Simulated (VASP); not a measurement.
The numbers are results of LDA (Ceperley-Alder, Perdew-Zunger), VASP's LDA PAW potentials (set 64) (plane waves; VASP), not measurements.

VASP ran on this input.

KPOINTS:
```
K-points
0
G
 7 7 2
```

### INCAR
```
! general
SYSTEM  = MoTe2
PREC    = Accurate
ENCUT   = 480
LREAL   = .False.
LASPH   = .True.

! electronic loop
EDIFF   = 1E-6
NELM    = 100
ALGO    = Normal
LMAXMIX = 4

! smearing
ISMEAR  = 0
SIGMA   = 0.05

! ions
IBRION  = 2
NSW     = 60
ISIF    = 3
EDIFFG  = -0.02

! output
LWAVE   = .False.
LCHARG  = .False.
```

POSCAR:
```
MoTe2
1.0
  3.4739762985   0.0000000000   0.0000000000
 -1.7369881492   3.0085513217   0.0000000000
  0.0000000000   0.0000000000  13.9014876114
Te Mo
4 2
Cartesian
  1.7369898863   1.0028494377   5.2734854982
 -0.0000017370   2.0057018840  12.2242293039
 -0.0000017370   2.0057018840   8.6280021132
  1.7369898863   1.0028494377   1.6772583075
  1.7369898863   1.0028494377  10.4261157086
 -0.0000017370   2.0057018840   3.4753719029
```

POTCAR, in this order: Te Mo_sv (LDA.64 set). Program: vasp_std.

Question: Predict the energy per atom (σ→0), volume per atom.

Answer: 
The energy per atom (σ→0) comes out as -6.877 eV/atom and the volume per atom comes out as 24.00 Å³/atom.

File OSZICAR:
```
...
       N       E                     dE             d eps       ncg     rms          rms(c)
DAV:   1    -0.412631400092E+02   -0.86837E-03   -0.28893E-02   992   0.115E+00    0.302E-01
DAV:   2    -0.412628832084E+02    0.25680E-03   -0.56652E-03  1181   0.423E-01    0.101E-01
DAV:   3    -0.412627244339E+02    0.15877E-03   -0.26206E-03  1091   0.210E-01    0.129E-01
DAV:   4    -0.412626755879E+02    0.48846E-04   -0.17487E-04  1103   0.707E-02    0.469E-02
DAV:   5    -0.412626593124E+02    0.16275E-04   -0.15197E-04  1212   0.670E-02    0.120E-02
DAV:   6    -0.412626586001E+02    0.71234E-06   -0.60642E-06  1065   0.142E-02
   7 F= -.41262659E+02 E0= -.41262659E+02  d E =-.110396E-03
```

The compound is MoTe2 in the 2H layered structure. This run relaxes it. Symmetry was kept, so distortions that lower it aren't found. The start is the result of an earlier pass.
